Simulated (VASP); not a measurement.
Data:

```
CELL_PARAMETERS angstrom
      2.93921     0.00000     0.00000
      0.00000     2.93921     0.00000
      0.00000     0.00000     2.93921
ATOMIC_POSITIONS crystal
  Zn 0.50000 0.50000 0.50000
  Cu 0.00000 0.00000 0.00000
```

Level of theory: optB86b-vdW, VASP's PBE PAW potentials (set 64) (plane waves; VASP). Settings: 520 eV cut-off, Gaussian smearing of 0.050 eV, potentials Zn Cu.

Task: Give the energies of bands 4 to 14 at the high-symmetry points, in eV from the Fermi level.

Result: 
| band | Γ | X | M | R |
|---|---|---|---|---|
| 4 | -7.22 | -7.39 | -7.49 | -6.92 |
| 5 | -7.22 | -7.14 | -6.93 | -6.92 |
| 6 | -7.22 | -6.14 | -4.71 | -4.34 |
| 7 | -3.62 | -5.20 | -3.42 | -4.34 |
| 8 | -3.62 | -3.74 | -2.93 | -4.34 |
| 9 | -2.78 | -3.33 | -2.93 | -2.52 |
| 10 | -2.78 | -3.33 | -2.54 | -2.52 |
| 11 | -2.78 | -2.85 | -1.87 | 3.77 |
| 12 | 6.22 | -2.05 | -1.87 | 4.39 |
| 13 | 6.22 | 11.72 | 1.73 | 4.39 |
| 14 | 6.22 | 11.72 | 2.09 | 4.39 |

It has no gap at this level: it comes out as a metal or semimetal.

The compound is CuZn in the CsCl type structure. It was relaxed first. The electron count is odd and the run is not spin-polarised, which forces a metal.
